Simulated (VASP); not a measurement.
Data:

```
Ga2O3
1.0
    2.50240     1.44476     4.48876
   -2.50240     1.44476     4.48876
    0.00000    -2.88952     4.48876
Ga O
4 6
Direct
  0.85575   0.85575   0.85575
  0.14425   0.14425   0.14425
  0.64425   0.64425   0.64425
  0.35575   0.35575   0.35575
  0.75000   0.44705   0.05295
  0.25000   0.55295   0.94705
  0.05295   0.75000   0.44705
  0.94705   0.25000   0.55295
  0.44705   0.05295   0.75000
  0.55295   0.94705   0.25000
```

These are PBEsol GGA, VASP's PBE PAW potentials (set 64) (plane waves; VASP) values and carry that method's errors. Numerical set-up: 520 eV cut-off, 6×6×6 Γ-centred mesh, tetrahedra with Blöchl corrections, potentials Ga_d O.

Problem. Predict the energy per atom (σ→0).

Solution. 
```json
{
  "energy per atom (σ→0)": "-6.381 eV/atom"
}
```

The absolute energy has meaning only against runs of the same code, potentials and settings.

The structure comes from a computed database's Ga2O3 entry (R-3c); how it stands against other phases isn't given here. It was relaxed first.
